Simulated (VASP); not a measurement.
# MgZrCdPb: Mo into a neighbouring Cd vacancy, part 3 of 4

Aim: the barrier for one hop in MgZrCdPb: Mo into a neighbouring Cd vacancy. The cell takes the structure of Mg3Zr from the Materials Project database, with elements swapped. The cell is invented: it takes the structure of a Materials Project entry for Mg3Zr (space group 25 there), with some of its atoms replaced by other elements, volume scaled by an estimate. It may not be a known or stable phase.

VASP 6.6.1, plane waves and PAW; the level of theory is named at each step.

So far. Step 2 (Relax the host): The run ended after 38 ionic steps, 0.187 eV below its first step, once forces and stress met EDIFFG = -0.02. Step 3 (Relax the start): The run ended after 18 ionic steps, 0.870 eV below its first step, once the forces on the free atoms met EDIFFG = -0.04.

### 4. Relax the end

Level of this step: PBE; plane waves and PAW (Pb, Cd, Mo, Zr_sv, Mg) (VASP).

The end state is relaxed in the same way, so that both ends share their errors.

Contents of INCAR:

```
SYSTEM = Mg4Zr4Cd2MoPb4
PREC = Normal
ENCUT = 280
EDIFF = 1E-05
NELM = 120
ISMEAR = 1
SIGMA = 0.15
LREAL = Auto
ALGO = Fast
GGA = PE
NBANDS = 66
LORBIT = 11
LWAVE = .FALSE.
LCHARG = .FALSE.
KPAR = 3
IBRION = 2
NSW = 50
ISIF = 2
EDIFFG = -0.04
POTIM = 0.4
MAXMIX = 40
ISYM = 0
```

Contents of POSCAR:

```
Mg4Zr4Cd2MoPb4
1.0
   -3.3218070963      5.0237419559      5.6863168110
    3.3218070963     -5.0237419559      5.6863168110
    3.3218070963      5.0237419559     -5.6863168110
Pb Cd Mo Zr Mg
4 2 1 4 4
Direct
    0.4005776794      0.1507942863      0.2503582791
    0.9037353686      0.6537488828      0.2535613356
    0.9019717644      0.1480521672      0.7489931809
    0.4008719562      0.6556520342      0.7505131892
    0.1548462749      0.1572715703      0.4974539061
    0.1566997163      0.6563195820      0.0007058743
    0.6574604488      0.6537295196      0.4970636362
    0.0877282094      0.3369253177      0.2522208285
    0.5910304050      0.8393584988      0.2532035311
    0.5910590098      0.3371207483      0.7490564935
    0.0858228139      0.8392069574      0.7520098065
    0.3520789215      0.3526351864     -0.0012186198
    0.8462547669      0.8500839649     -0.0026633697
    0.8518300416      0.3531375038      0.5040136720
    0.3533135485      0.8524234556      0.5008837783
```

Contents of KPOINTS:

```
Automatic mesh
0
Gamma
3 3 3
0 0 0
```

Potentials, in the order of the species: Pb, Cd, Mo, Zr_sv and Mg (PBE family, release 64).

On the command line:

```sh
$ mpirun -np 3 vasp_std
```

The program printed:

```text
[... set-up lines as in an earlier step ...]
 entering main loop
       N       E                     dE             d eps       ncg     rms          rms(c)
DAV:   1     0.552195941566E+03    0.55220E+03   -0.33555E+04  2024   0.856E+02
DAV:   2    -0.106293221164E+02   -0.56283E+03   -0.54436E+03  2116   0.270E+02
DAV:   3    -0.617406229369E+02   -0.51111E+02   -0.50113E+02  2664   0.627E+01
DAV:   4    -0.668256423833E+02   -0.50850E+01   -0.50461E+01  2960   0.164E+01
DAV:   5    -0.672012905675E+02   -0.37565E+00   -0.37536E+00  2600   0.370E+00    0.196E+01
RMM:   6    -0.642178780407E+02    0.29834E+01   -0.75942E+00  2020   0.863E+00    0.950E+00
RMM:   7    -0.673442684176E+02   -0.31264E+01   -0.75768E+00  2445   0.523E+00    0.130E+01
RMM:   8    -0.637023444826E+02    0.36419E+01   -0.24581E+00  2237   0.335E+00    0.350E+00
RMM:   9    -0.637202458299E+02   -0.17901E-01   -0.98212E-01  2538   0.193E+00    0.208E+00
RMM:  10    -0.636815734527E+02    0.38672E-01   -0.23547E-01  2504   0.128E+00    0.819E-01
RMM:  11    -0.636751559814E+02    0.64175E-02   -0.54637E-02  2597   0.631E-01    0.651E-01
RMM:  12    -0.636726742855E+02    0.24817E-02   -0.28010E-02  2975   0.343E-01    0.272E-01
RMM:  13    -0.636725887059E+02    0.85580E-04   -0.73670E-03  2992   0.196E-01    0.128E-01
RMM:  14    -0.636729190898E+02   -0.33038E-03   -0.32040E-03  3045   0.124E-01    0.116E-01
RMM:  15    -0.636729122850E+02    0.68048E-05   -0.14386E-03  3062   0.846E-02    0.273E-02
RMM:  16    -0.636729641663E+02   -0.51881E-04   -0.71233E-04  2901   0.558E-02    0.155E-02
RMM:  17    -0.636729912249E+02   -0.27059E-04   -0.28367E-04  2682   0.389E-02    0.984E-03
RMM:  18    -0.636730043092E+02   -0.13084E-04   -0.13792E-04  2284   0.290E-02    0.740E-03
RMM:  19    -0.636730103908E+02   -0.60817E-05   -0.74575E-05  2117   0.239E-02
   1 F= -.63673010E+02 E0= -.63666305E+02  d E =-.636730E+02
 curvature:   0.00 expect dE= 0.000E+00 dE for cont linesearch  0.000E+00
 trial: gam= 0.00000 g(F)=  0.214E+00 g(S)=  0.000E+00 ort = 0.000E+00 (trialstep = 0.100E+01)
 search vector abs. value=  0.214E+00
 bond charge predicted
       N       E                     dE             d eps       ncg     rms          rms(c)
DAV:   1    -0.638153429415E+02   -0.14234E+00   -0.21184E+01  1864   0.177E+01    0.106E+00
RMM:   2    -0.638631605463E+02   -0.47818E-01   -0.55941E-01  2026   0.253E+00    0.360E-01
RMM:   3    -0.638678527750E+02   -0.46922E-02   -0.70682E-02  2514   0.850E-01    0.259E-01
RMM:   4    -0.638692408985E+02   -0.13881E-02   -0.20004E-02  2921   0.356E-01    0.144E-01
RMM:   5    -0.638696487068E+02   -0.40781E-03   -0.48893E-03  2960   0.154E-01    0.683E-02
RMM:   6    -0.638697604794E+02   -0.11177E-03   -0.13316E-03  2906   0.839E-02    0.203E-02
RMM:   7    -0.638698114147E+02   -0.50935E-04   -0.53205E-04  2788   0.531E-02    0.103E-02
RMM:   8    -0.638698377498E+02   -0.26335E-04   -0.24630E-04  2504   0.369E-02    0.673E-03
RMM:   9    -0.638698510240E+02   -0.13274E-04   -0.11565E-04  2099   0.277E-02    0.350E-03
RMM:  10    -0.638698567844E+02   -0.57603E-05   -0.61934E-05  1817   0.231E-02
   2 F= -.63869857E+02 E0= -.63863232E+02  d E =-.196846E+00
[... from here on, the cycles between the ionic steps are left out ...]
   3 F= -.64229575E+02 E0= -.64228320E+02  d E =-.556565E+00
   4 F= -.64252704E+02 E0= -.64253700E+02  d E =-.579694E+00
   5 F= -.64254922E+02 E0= -.64255479E+02  d E =-.581912E+00
[...]
WARNING in EDDRMM: call to ZHEGV failed, returncode =   6  3     21
[...]
WARNING in EDDRMM: call to ZHEGV failed, returncode =   8  4     42
   6 F= -.64330111E+02 E0= -.64330914E+02  d E =-.751895E-01
   7 F= -.64353010E+02 E0= -.64354070E+02  d E =-.980883E-01
   8 F= -.64396955E+02 E0= -.64398157E+02  d E =-.439444E-01
[...]
WARNING in EDDRMM: call to ZHEGV failed, returncode =   8  4     20
   9 F= -.64417352E+02 E0= -.64419164E+02  d E =-.643413E-01
  10 F= -.64426156E+02 E0= -.64428345E+02  d E =-.880452E-02
  11 F= -.64427956E+02 E0= -.64430785E+02  d E =-.106046E-01
  12 F= -.64429662E+02 E0= -.64432241E+02  d E =-.123108E-01
  13 F= -.64436476E+02 E0= -.64439531E+02  d E =-.681409E-02
  14 F= -.64437623E+02 E0= -.64440906E+02  d E =-.796097E-02
  15 F= -.64437705E+02 E0= -.64441048E+02  d E =-.804288E-02
  16 F= -.64441151E+02 E0= -.64444763E+02  d E =-.344558E-02
[...]
WARNING in EDDRMM: call to ZHEGV failed, returncode =   8  4     49
  17 F= -.64441623E+02 E0= -.64445452E+02  d E =-.391825E-02
  18 F= -.64441734E+02 E0= -.64445497E+02  d E =-.402857E-02
  19 F= -.64444448E+02 E0= -.64448005E+02  d E =-.271471E-02
  20 F= -.64445065E+02 E0= -.64448467E+02  d E =-.333143E-02
 curvature:  -8.31 expect dE=-0.431E-02 dE for cont linesearch -0.146E-04
 trial: gam= 0.54397 g(F)=  0.518E-03 g(S)=  0.000E+00 ort =-0.605E-04 (trialstep = 0.471E+01)
 search vector abs. value=  0.107E-02
 bond charge predicted
       N       E                     dE             d eps       ncg     rms          rms(c)
DAV:   1    -0.644434257498E+02    0.16403E-02   -0.18835E+00  1848   0.559E+00    0.257E-01
RMM:   2    -0.644461001540E+02   -0.26744E-02   -0.30489E-02  1927   0.665E-01    0.161E-01
RMM:   3    -0.644463132940E+02   -0.21314E-03   -0.41760E-03  2410   0.235E-01    0.153E-01
RMM:   4    -0.644463588200E+02   -0.45526E-04   -0.10306E-03  2642   0.969E-02    0.778E-02
RMM:   5    -0.644463783731E+02   -0.19553E-04   -0.24063E-04  2631   0.464E-02    0.724E-02
RMM:   6    -0.644463742717E+02    0.41014E-05   -0.68255E-05  2103   0.219E-02
  21 F= -.64446374E+02 E0= -.64449480E+02  d E =-.130906E-02
 trial-energy change:   -0.001309  1 .order   -0.001285   -0.002286   -0.000283
 step:   5.3752(harm=  5.3752)  dis= 0.00980  next Energy=   -64.446370 (dE=-0.130E-02)
 reached required accuracy - stopping structural energy minimisation
```

Wall time 4.9 min (3 MPI ranks of Intel Xeon 6975P-C (Granite Rapids), shared host); peak memory 0.84 GiB.

OUTCAR, selected parts (step 4):

```text
 Found     14 irreducible k-points:

   NELECT =     102.0000    total number of electrons

 E-fermi :   4.8976

 k-point     1 :       0.0000    0.0000    0.0000
  band No.  band energies     occupation
    ...
     47       3.8830      2.00000
     48       3.9874      2.00000
     49       4.5784      2.01036
     50       4.8612      1.39775
     51       4.9296      0.64730
     52       5.2356     -0.00649
     53       5.2531     -0.00405
     54       5.3313     -0.00034
     55       5.4181     -0.00001
     56       5.4492     -0.00000
    ...

 k-point     2 :       0.3333    0.0000    0.0000
  band No.  band energies     occupation
    ...
     48       4.1403      2.00000
     49       4.4924      2.00090
     50       4.5676      2.00795
     51       4.7158      2.07086
     52       4.8021      1.87175
     53       5.1306     -0.05042
     54       5.2097     -0.01220
     55       5.4122     -0.00001
     56       5.6664     -0.00000
     57       5.7000     -0.00000
    ...

  Total       -7.0009345    -12.5206378     -4.7767627     -0.0015397      0.0102385     -0.0107319
  in kB      -29.5511117    -52.8499107    -20.1628292     -0.0064990      0.0432170     -0.0452997
  external PRESSURE =     -34.1879505 kB  Pullay stress =       0.0000000 kB

 POSITION                                       TOTAL-FORCE (eV/Angst)
 -----------------------------------------------------------------------------------
     -0.00451      2.51384      2.08430        -0.027129     -0.005125      0.007247
     -0.05711      2.51274      7.28072         0.000593      0.004858     -0.017585
      0.06079      7.53645      1.59519         0.000254      0.004982     -0.017152
      3.32855      2.51405      2.08276         0.026647     -0.005183      0.010966
      1.66363      2.51630     -1.04337        -0.002245     -0.004691     -0.005976
      1.66323     -2.51142      4.74451        -0.001433      0.002004     -0.007099
      1.66290      2.51353      4.88482        -0.001507      0.001774      0.000733
      1.66227      0.07123      0.94161         0.000956      0.006729      0.006855
      1.66298      0.06846      6.52110        -0.001553      0.016695     -0.006313
      1.66215      4.95508      0.94398         0.001528     -0.002327      0.000928
      4.98475     -0.06571      0.83539        -0.002494     -0.023107     -0.008038
      0.04269      0.01569      3.89077        -0.005187      0.011926      0.006675
      3.28250      5.01188      3.88943         0.007625     -0.009894      0.011553
      0.04027      5.01107      3.89070        -0.002987     -0.008979      0.009116
      3.28285      0.01613      3.89019         0.006932      0.010339      0.008091
 -----------------------------------------------------------------------------------
    total drift:                               -0.004384      0.002460     -0.016410

  FREE ENERGIE OF THE ION-ELECTRON SYSTEM (eV)
  ---------------------------------------------------
  free  energy   TOTEN  =       -64.4463742717 eV

  energy  without entropy=      -64.4556901310  energy(sigma->0) =      -64.44947956

 total charge
# of ion       s       p       d       tot
------------------------------------------
    1        1.632   1.764   0.102   3.498
    2        1.625   1.841   0.124   3.590
    3        1.625   1.841   0.124   3.590
    4        1.632   1.764   0.102   3.498
    5        0.573   0.263   9.459  10.295
    6        0.606   0.258   9.454  10.318
    7        0.364   0.245   4.279   4.888
    8        2.163   5.933   1.607   9.703
    9        2.170   5.942   1.628   9.740
   10        2.163   5.934   1.608   9.704
   11        2.170   5.942   1.627   9.740
   12        0.201   0.130   0.013   0.344
   13        0.201   0.130   0.013   0.344
   14        0.201   0.130   0.013   0.344
   15        0.201   0.129   0.013   0.344
--------------------------------------------------
tot         17.529  32.245  30.166  79.940

[... 6 parts as in an earlier step ...]

[... 6 further parts left out ...]
```

CONTCAR:

```
Mg4Zr4Cd2MoPb4
   1.00000000000000
    -3.3218070963000002    5.0237419559000003    5.6863168110000002
     3.3218070963000002   -5.0237419559000003    5.6863168110000002
     3.3218070963000002    5.0237419559000003   -5.6863168110000002
  Pb              Cd              Mo              Zr              Mg
     4     2     1     4     4
Direct
     0.4334692495170983    0.1825942113574525    0.2495166304950994
     0.8902837083794370    0.6316005661523392    0.2414905354348048
     0.8903495809248777    0.1494164917718622    0.7592340579144546
     0.4333545581005115    0.6841528271334341    0.7512319626193484
     0.1586964814097847    0.1586654403121600    0.5008503610125581
     0.1672310500878287    0.6675358452431697    0.0003943491273464
     0.6796896282482510    0.6798241407324067    0.5004652571103407
     0.0898858933823077    0.3330014324756184    0.2572949288888827
     0.5802163026641740    0.8237143626722723    0.2571255935184378
     0.5761705982501298    0.3331916747126958    0.7433537106386140
     0.0669164763313695    0.8237623799987638    0.7437665429469373
     0.3436780095287007    0.3485421614533030    0.0079869188985857
     0.8408184250079657    0.8360834200733445    0.9929030191605178
     0.8408500759500918    0.3481727643734719    0.5048005407042222
     0.3436708874174815    0.8362019568377115    0.4957411133298393
```

Step by step:

| step | energy less that of the first step (eV) | largest force (eV/Å) |
| --- | --- | --- |
| 1 | 0.0000 | 1.1210 |
| 2 | -0.1968 | 1.0654 |
| 3 | -0.5566 | 0.5630 |
| 4 | -0.5797 | 0.5576 |
| 5 | -0.5819 | 0.4826 |
| 6 | -0.6571 | 0.2897 |
| 7 | -0.6800 | 0.4545 |
| 8 | -0.7239 | 0.2558 |
| 9 | -0.7443 | 0.1415 |
| 10 | -0.7531 | 0.0953 |
| 11 | -0.7549 | 0.2315 |
| 12 | -0.7567 | 0.1365 |
| 13 | -0.7635 | 0.0605 |
| 14 | -0.7646 | 0.0642 |
| 15 | -0.7647 | 0.0730 |
| 16 | -0.7681 | 0.0449 |
| 17 | -0.7686 | 0.0903 |
| 18 | -0.7687 | 0.0708 |
| 19 | -0.7714 | 0.0465 |
| 20 | -0.7721 | 0.0568 |
| 21 | -0.7734 | 0.0293 |

The atoms that moved most (Å):

| atom | dx | dy | dz | length |
| --- | --- | --- | --- | --- |
| Pb1 | -0.006 | 0.001 | 0.373 | 0.373 |
| Pb4 | -0.011 | 0.024 | 0.343 | 0.344 |
| Mo7 | 0.024 | -0.002 | 0.255 | 0.257 |
| Zr9 | -0.003 | 0.044 | -0.173 | 0.178 |
| Zr11 | -0.016 | -0.059 | -0.148 | 0.160 |
| Pb2 | -0.069 | -0.017 | -0.134 | 0.151 |
| Pb3 | 0.077 | -0.014 | -0.117 | 0.140 |
| Mg12 | 0.045 | 0.025 | -0.123 | 0.134 |

Final coordinates:

```
Pb Cd Mo Zr Mg
1.0
    -3.32181    5.02374    5.68632
     3.32181   -5.02374    5.68632
     3.32181    5.02374   -5.68632
Pb Cd Mo Zr Mg
4 2 1 4 4
Cartesian
  -0.0045 2.5138 2.0843
  -0.0571 2.5127 7.2807
  0.0608 7.5365 1.5952
  3.3286 2.5140 2.0828
  1.6636 2.5163 -1.0434
  1.6632 -2.5114 4.7445
  1.6629 2.5135 4.8848
  1.6623 0.0712 0.9416
  1.6630 0.0685 6.5211
  1.6621 4.9551 0.9440
  4.9847 -0.0657 0.8354
  0.0427 0.0157 3.8908
  -0.0393 -0.0119 9.5758
  0.0403 5.0111 3.8907
  3.2828 0.0161 3.8902
```

This step gave:

| Quantity | Value |
| --- | --- |
| electronic cycles | 173 |
| free energy (TOTEN) | -64.4464 eV |
| energy at zero smearing | -64.4495 eV |
| Fermi energy | 4.898 eV |

The run ended after 21 ionic steps, 0.773 eV below its first step, once the forces on the free atoms met EDIFFG = -0.04.

(Continued in part 4 of 4.)

[Lines on the potential files, build, host, timing and source positions are cut from VASP's logs without a mark.]

[Logs are printed without paths, hosts, clocks, repeated set-up lines and the standing remarks that a program may print on its own settings, such as how far it seeks lower states.]

[Hosts, paths, dates, database ids (printed as entryN), source tags and the programs' standing remarks are cut or masked in the printed files.]

[Runs that stopped without an error message from VASP are left out.]
